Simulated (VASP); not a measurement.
Energy against volume of Zr (hcp). Method: AM05 GGA, VASP's PBE PAW potentials (set 64) (plane waves; VASP 6.6.1). Run with 520 eV cut-off, 13×13×7 Γ-centred mesh, first-order Methfessel-Paxton smearing of 0.10 eV, potentials Zr_sv.

Shape and ions are relaxed at each volume.

| V (Å³/atom) | E (eV/atom) |
|---|---|
| 21.147 | -8.81270 |
| 21.822 | -8.83373 |
| 22.497 | -8.84091 |
| 23.172 | -8.83571 |

**Question.** Fit these four points and predict the energy of the run at 23.847 Å³/atom.

**Answer.** A cubic in V^(−2/3), the third-order Birch-Murnaghan form, passes through the four points with V0 = 22.54 Å³/atom and B0 = 97 GPa, and gives -8.8195 eV/atom there. The run gave -8.8195 eV/atom, -0.0 meV/atom from the fit; all five points give B0 = 97 GPa.

The compound is Zr in the hcp structure. It was relaxed first.
